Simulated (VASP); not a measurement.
Computed with PBEsol GGA, VASP's PBE PAW potentials (set 64) (plane waves; VASP).

VASP input:

### INCAR
```
! general
SYSTEM  = BaTiO3
PREC    = Accurate
ENCUT   = 400
LREAL   = .FALSE.
LASPH   = .TRUE.

! electronic loop
EDIFF   = 1E-6
NELM    = 100
ALGO    = Normal
LMAXMIX = 4

! smearing
ISMEAR  = -1
SIGMA   = 0.01

! functional
GGA     = PS

! ions
ISIF    = 2

! output
LWAVE   = .FALSE.
LCHARG  = .FALSE.
```

**POSCAR**
```
BaTiO3
1
    3.9900000000     0.0000000000     0.0000000000
    0.0000000000     3.9900000000     0.0000000000
    0.0000000000     0.0000000000     4.0400000000
Ba Ti O
1 1 3
Direct
  0.0000000000   0.0000000000   0.0000000000
  0.5000000000   0.5000000000   0.5130000000
  0.5000000000   0.5000000000   0.9770000000
  0.0000000000   0.5000000000   0.4870000000
  0.5000000000   0.0000000000   0.4870000000
```

### KPOINTS
```
Regular mesh
0
Gamma
  2 2 2
0 0 0
```

POTCAR, in this order: Ba_sv Ti_sv O (PBE.64 set). Program: vasp_std.

The run wrote:

### OSZICAR
```
       N       E                     dE             d eps       ncg     rms          rms(c)
DAV:   1     0.413219655767E+03    0.41322E+03   -0.18790E+04   288   0.152E+03
DAV:   2    -0.145892838663E+02   -0.42781E+03   -0.42074E+03   368   0.450E+02
DAV:   3    -0.504931427174E+02   -0.35904E+02   -0.35869E+02   424   0.132E+02
DAV:   4    -0.519037359003E+02   -0.14106E+01   -0.14098E+01   432   0.224E+01
DAV:   5    -0.519486099468E+02   -0.44874E-01   -0.44873E-01   392   0.286E+00    0.233E+01
DAV:   6    -0.415668057116E+02    0.10382E+02   -0.67120E+01   384   0.729E+01    0.957E+00
DAV:   7    -0.415398379246E+02    0.26968E-01   -0.82031E+00   352   0.213E+01    0.614E+00
DAV:   8    -0.414407184928E+02    0.99119E-01   -0.18517E+00   328   0.120E+01    0.245E+00
DAV:   9    -0.413981596322E+02    0.42559E-01   -0.33184E-01   400   0.512E+00    0.814E-01
DAV:  10    -0.414052721832E+02   -0.71126E-02   -0.86741E-02   344   0.179E+00    0.816E-01
DAV:  11    -0.413961237322E+02    0.91485E-02   -0.52701E-02   376   0.178E+00    0.805E-02
DAV:  12    -0.413962421454E+02   -0.11841E-03   -0.23282E-03   352   0.306E-01    0.843E-02
DAV:  13    -0.413961159945E+02    0.12615E-03   -0.81295E-04   360   0.254E-01    0.201E-02
DAV:  14    -0.413961227910E+02   -0.67965E-05   -0.44340E-05   328   0.549E-02    0.530E-03
DAV:  15    -0.413961227553E+02    0.35637E-07   -0.35330E-06   320   0.147E-02
   1 F= -.41396123E+02 E0= -.41396123E+02  d E =-.822538E-14
```

**OUTCAR**
```
------------------------ aborting loop because EDIFF is reached ----------------------------------------
  FORCE on cell =-STRESS in cart. coord.  units (eV):
  Direction    XX          YY          ZZ          XY          YZ          ZX
  --------------------------------------------------------------------------------------
  Total       -1.9474048     -1.9474048     -1.5630581      0.0000000      0.0000000      0.0000000
  in kB      -48.5109374    -48.5109374    -38.9366458      0.0000000      0.0000000      0.0000000
  external PRESSURE =     -45.3195069 kB  Pullay stress =       0.0000000 kB
  volume of cell :       64.32
      direct lattice vectors                 reciprocal lattice vectors
     3.990000000  0.000000000  0.000000000     0.250626566  0.000000000  0.000000000
     0.000000000  3.990000000  0.000000000     0.000000000  0.250626566  0.000000000
     0.000000000  0.000000000  4.040000000     0.000000000  0.000000000  0.247524752
 POSITION                                       TOTAL-FORCE (eV/Angst)
 -----------------------------------------------------------------------------------
      0.00000      0.00000      0.00000        -0.000000     -0.000000      0.119440
      1.99500      1.99500      2.07252         0.000000      0.000000      2.192069
      1.99500      1.99500      3.94708         0.000000     -0.000000     -1.031779
      0.00000      1.99500      1.96748        -0.000000     -0.000000     -0.639865
      1.99500      0.00000      1.96748         0.000000     -0.000000     -0.639865
 -----------------------------------------------------------------------------------
    total drift:                                0.000000      0.000000      0.000768
  FREE ENERGIE OF THE ION-ELECTRON SYSTEM (eV)
  ---------------------------------------------------
  free  energy   TOTEN  =       -41.3961227553 eV

  energy  without entropy=      -41.3961227553  energy(sigma->0) =      -41.39612276
```
(Selected blocks of OUTCAR.)

### OUTCAR
```
 val. band max:        3.8273058781   @ k =   0.5000   0.5000   0.5000

 cond. band min:       5.3010704973   @ k =   0.0000   0.0000   0.0000


 Fermi energy:         4.1260072408

 k-point     1 :       0.0000    0.0000    0.0000
  band No.  band energies     occupation
      1     -52.8187      2.00000
      2     -29.1640      2.00000
      3     -29.1499      2.00000
      4     -29.1499      2.00000
      5     -21.1019      2.00000
      6     -13.0671      2.00000
      7     -12.4151      2.00000
      8     -12.3407      2.00000
      9      -6.2911      2.00000
     10      -6.2738      2.00000
     11      -6.2738      2.00000
     12       1.3778      2.00000
     13       1.4141      2.00000
     14       1.4141      2.00000
     15       2.4719      2.00000
     16       2.4719      2.00000
     17       2.6176      2.00000
     18       3.4277      2.00000
     19       3.4660      2.00000
     20       3.4660      2.00000
     21       5.3011      0.00000
     22       5.5841      0.00000
     23       5.5841      0.00000
     24       7.5634      0.00000

 k-point     2 :       0.5000    0.0000    0.0000
  band No.  band energies     occupation
      1     -52.8173      2.00000
      2     -29.2032      2.00000
      3     -29.1618      2.00000
      4     -29.1478      2.00000
      5     -20.9783      2.00000
      6     -13.3187      2.00000
      7     -12.3507      2.00000
      8     -12.0449      2.00000
      9      -6.1174      2.00000
     10      -6.0933      2.00000
     11      -5.8639      2.00000
     12      -0.3142      2.00000
     13       0.8917      2.00000
     14       0.9144      2.00000
     15       1.4488      2.00000
     16       1.7923      2.00000
     17       1.8597      2.00000
     18       2.0161      2.00000
     19       2.7486      2.00000
     20       2.8809      2.00000
     21       5.7023      0.00000
     22       7.1093      0.00000
     23       7.1638      0.00000
     24       7.6316      0.00000
...
```

At this cut-off the stress carries a Pulay error, which pulls relaxed volumes low.  Unless said otherwise, spin-orbit coupling is left out, though it shifts the bands of the heavy elements here.

The structure is a typed BaTiO3 crystal. The cell was not relaxed at this level. The k-mesh is coarse (spacing up to 0.79 per Å, 2π included), so the numbers may not be converged in it. The run is one of a series of settings (KPOINTS 2×2×2 Γ-centred mesh against the base run), some of them coarse on purpose.
